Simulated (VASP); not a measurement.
Here is the system:

```xyz
6
Lattice="2.2273 -3.8578 0.0000 2.2273 3.8578 0.0000 0.0000 0.0000 9.7442" Properties=species:S:1:pos:R:3 pbc="T T T"
Hg     1.6982    -2.9413     6.4961
Hg     1.6982     2.9413     3.2480
Hg     1.0583     0.0000     0.0000
S      1.0062    -1.7428     1.6240
S      1.0062     1.7428     8.1201
S      2.4422     0.0000     4.8721
```

These are PBE GGA, VASP's PBE PAW potentials (set 64) (plane waves; VASP) values and carry that method's errors. Numerical set-up: 400 eV cut-off, 10×10×4 Γ-centred mesh, Gaussian smearing of 0.010 eV, potentials Hg S.

Without a dispersion term in the relaxation, distances and binding between the weakly bound layers, chains or molecules are unreliable, and so is what depends on them.

Question: Predict the energy per atom (σ→0).

Answer: 
| Item | Result |
|---|---|
| energy per atom (σ→0) | -2.280 eV/atom |

Total energies compare only between runs with the same potentials, cut-off and functional.

The compound is HgS in the cinnabar structure. It was relaxed first, which changed the volume by +19 %.
